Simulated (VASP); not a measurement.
Input:

```xyz
2
Lattice="3.6064 0.0000 0.0000 0.0000 3.6064 0.0000 0.0000 0.0000 3.6064" Properties=species:S:1:pos:R:3 pbc="T T T"
Y      0.0084    -0.0121    -0.0028
Mo     1.7948     1.8153     1.8060
```

Computed with PBE GGA, VASP's PBE PAW potentials (set 64) (plane waves; VASP). Run with 300 eV cut-off, 5×5×5 Γ-centred mesh, Gaussian smearing of 0.20 eV, potentials Y_sv Mo_sv.

At this cut-off the stress carries a Pulay error, which pulls relaxed volumes low. Energy and stress use the plane-wave basis of the starting cell.

### Question
The ions, cell shape and volume are relaxed. Which structure does the run end with?

### Answer

```xyz
2
Lattice="3.4953 -0.0002 0.0000 -0.0002 3.4952 0.0001 0.0000 0.0001 3.4954" Properties=species:S:1:pos:R:3 pbc="T T T"
Y     -0.0002     3.4952     3.4954
Mo     1.7475     1.7476     1.7477
```
Space group Pm-3m (221), at a tolerance of 0.03 Å.

### Question
How do energy and volume change from the first to the last step?

### Answer
The energy (σ→0) changes by -56.3 meV/atom and the volume by -9.0 %, in 8 ionic steps.

| step | E(σ→0) (eV) | max force (eV/Å) | pressure (GPa) | volume (Å³) |
|---|---|---|---|---|
| 1 | -15.9227 | 0.136 | -7.16 | 46.90 |
| 2 | -15.9888 | 0.118 | 6.50 | 40.14 |
| 3 | -16.0337 | 0.133 | 0.01 | 42.70 |
| 4 | -16.0338 | 0.133 | 0.19 | 42.62 |
| 5 | -16.0350 | 0.058 | 0.18 | 42.62 |
| 6 | -16.0353 | 0.000 | 0.17 | 42.62 |
| 7 | -16.0351 | 0.001 | -0.16 | 42.77 |
| 8 | -16.0352 | 0.001 | 0.01 | 42.70 |

The structure was generated: YMo was put into an ordered model structure, which need not be its known phase. In the starting cell atoms are displaced from their ideal sites. This run relaxes it. The k-mesh is coarse (spacing up to 0.36 per Å, 2π included), so the numbers may not be converged in it. The run is one of a series of settings (EDIFFG = -0.01, IBRION = 2, ISIF = 3, NSW = 50 against the base run), some of them coarse on purpose. The electron count is odd and the run is not spin-polarised, which forces a metal.
